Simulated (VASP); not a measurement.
VASP ran on this input.

**INCAR**
```
! general
SYSTEM  = CdSe
PREC    = Accurate
ENCUT   = 400
LREAL   = .FALSE.
LASPH   = .TRUE.

! electronic loop
EDIFF   = 1E-6
NELM    = 100
ALGO    = Normal
LMAXMIX = 4

! smearing
ISMEAR  = 0
SIGMA   = 0.01

! functional
GGA     = PE

! ions
ISIF    = 2

! output
LWAVE   = .FALSE.
LCHARG  = .FALSE.
```

**KPOINTS**
```
Automatic
0
Gamma
  5 5 3
```

POSCAR:
```
CdSe
4.3230230
  0.5012492416  -0.8653030530   0.0000000000
  0.5012492416   0.8653030530   0.0000000000
  0.0000000000   0.0000000000   1.6627188891
Cd Se
2 2
Cart
  0.5012492416  -0.2884349279   0.8313594445
  0.5012492416   0.2884349279   0.0000000000
  0.5012492416  -0.2884349279   1.4565417468
  0.5102877679   0.2884349279   0.6251823023
```

POTCAR, in this order: Cd Se (PBE.64 set). Program: vasp_std.

Problem. Write an equivalent input for Quantum ESPRESSO's pw.x.

Solution. One equivalent input (not run):
```
&CONTROL
  calculation = 'scf'
  pseudo_dir = './pseudo'
  outdir = './out'
  tprnfor = .true.
  tstress = .true.
/
&SYSTEM
  ibrav = 0
  nat = 4
  ntyp = 2
  ecutwfc = 102
  occupations = 'smearing'
  smearing = 'gaussian'
  degauss = 0.000735
  input_dft = 'pbe'
/
&ELECTRONS
  conv_thr = 7.3e-08
  electron_maxstep = 100
/
ATOMIC_SPECIES
  Cd 112.414 Cd.upf
  Se 78.971 Se.upf
CELL_PARAMETERS angstrom
     2.1669120   -3.7407250    0.0000000
     2.1669120    3.7407250    0.0000000
     0.0000000    0.0000000    7.1879720
ATOMIC_POSITIONS crystal
  Cd   0.6666670  0.3333330  0.5000000
  Cd   0.3333330  0.6666670  0.0000000
  Se   0.6666670  0.3333330  0.8760000
  Se   0.3423490  0.6756830  0.3760000
K_POINTS automatic
  5 5 3 0 0 0
```
Limits of the translation: the potentials are each code's own (VASP's PAW set, PseudoDojo norm-conserving files in pw.x), so ENCUT and ecutwfc are chosen apart and not converted; conv_thr bounds pw.x's estimated SCF error, while EDIFF bounds the energy change between steps.

The compound is CdSe in the wurtzite structure. The cell was not relaxed at this level, atoms are displaced from their ideal sites. The run is one of a series of settings (SIGMA = 0.01 against the base run), some of them coarse on purpose.
